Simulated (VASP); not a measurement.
Calculation: PBE GGA, VASP's PBE PAW potentials (set 64) (plane waves; VASP 6.6.1).

The input files of a VASP run:

### INCAR
```
SYSTEM = Al2O3
PREC = Accurate
ENCUT = 480
EDIFF = 1E-6
NELM = 100
ALGO = Normal
LREAL = .FALSE.
LASPH = .TRUE.
ISMEAR = 0
SIGMA = 0.05
GGA = PE
LWAVE = .FALSE.
LCHARG = .FALSE.
IBRION = 2
ISIF = 3
NSW = 60
EDIFFG = -0.01
```

**KPOINTS**
```
Automatic
0
gamma
 6 6 6
0 0 0
```

POSCAR:
```
Al2O3
1
    4.5843526582    -2.4016698017     0.0000605039
    4.5843526582     2.4016698017     0.0000605039
    3.3261037233     0.0000000000     3.9650145106
Al O
4 6
Direct
  0.8521320178   0.8521320178   0.8521320178
  0.3521320178   0.3521320178   0.3521320178
  0.1478679822   0.1478679822   0.1478679822
  0.6478679822   0.6478679822   0.6478679822
  0.4437906305   0.0562093695   0.7500000000
  0.0562093695   0.7500000000   0.4437906305
  0.5562093695   0.9437906305   0.2500000000
  0.2500000000   0.5562093695   0.9437906305
  0.9437906305   0.2500000000   0.5562093695
  0.7500000000   0.4437906305   0.0562093695
```

POTCAR, in this order: Al O (PBE.64 set). Program: vasp_std.

What will the output report for the number of irreducible k-points (NKPTS), largest plane-wave count, number of space-group operations, FFT grid (NGX, NGY, NGZ)?

```yaml
number of irreducible k-points (NKPTS): 32
largest_plane_wave_count: 2098
number_of_space_group_operations: 12
FFT grid (NGX, NGY, NGZ): 40 × 40 × 40
```

The compound is Al2O3 in the corundum structure. This run relaxes it. Symmetry was kept, so distortions that lower it aren't found. The start is the result of an earlier pass.
